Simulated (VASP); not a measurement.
# LiRe3: single point with PBE

Crystal: LiRe3.

```
Li Re
1.0
     0.00000    3.05288    3.05288
     3.05288    0.00000    3.05288
     3.05288    3.05288    0.00000
Li Re
1 3
Direct
  0.00000 0.00000 0.00000
  0.75000 0.75000 0.75000
  0.25000 0.25000 0.25000
  0.50000 0.50000 0.50000
```

The cell comes from a database or a generator and needn't be the stable form of this composition.

| Property | Result |
| --- | --- |
| Program | VASP 6.6.1 |
| Task | single point |
| Functional | PBE |
| Potentials or basis | VASP PAW PBE potentials, release 64 (Li_sv, Re) |
| Cutoff | 520 eV |
| k mesh | 6 × 6 × 6 |
| Occupations | gaussian, width 0.1 eV |
| Spin | no spin polarisation |

| Item | Value |
| --- | --- |
| Band gap on the k mesh | none (metal or under the smearing width) |

Levels at points of the mesh, in eV from the Fermi level:
```csv
k point,band 10,band 11,band 12,band 13,band 14,band 15
"(0.00, 0.00, 0.00)",-2.66,1.91,1.91,1.91,2.01,2.01
"(0.50, 0.00, 0.00)",-1.82,-0.71,-0.71,-0.69,1.84,1.84
"(0.50, 0.50, 0.00)",-0.84,-0.84,0.81,0.81,1.25,1.49
```

Wall time 15 s on 1 thread of AMD EPYC 9R45 (Zen 5) (shared host), peak memory 0.14 GiB.

 The run has no spin-orbit coupling, so splittings on Re are missing.
